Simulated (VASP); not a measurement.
Shape and ions are relaxed at each volume.

Energy against volume of MnF$_{2}$ (rutile). These are optB88-vdW, VASP's PBE PAW potentials (set 64) (plane waves; VASP) values and carry that method's errors.

```json
[
 {"V (Å³/atom)": "12.296", "E (eV/atom)": "-4.17550"},
 {"V (Å³/atom)": "12.689", "E (eV/atom)": "-4.18848"},
 {"V (Å³/atom)": "13.081", "E (eV/atom)": "-4.19323"},
 {"V (Å³/atom)": "13.474", "E (eV/atom)": "-4.19105"},
 {"V (Å³/atom)": "13.866", "E (eV/atom)": "-4.18305"}
]
```

**Question.** Fit a third-order Birch-Murnaghan equation of state.

**Answer.** 
volume per atom: 13.14 Å^3/atom
bulk modulus: 91.8 GPa
pressure derivative of the bulk modulus: 4.77

The compound is MnF2 in the rutile structure. It was relaxed first.
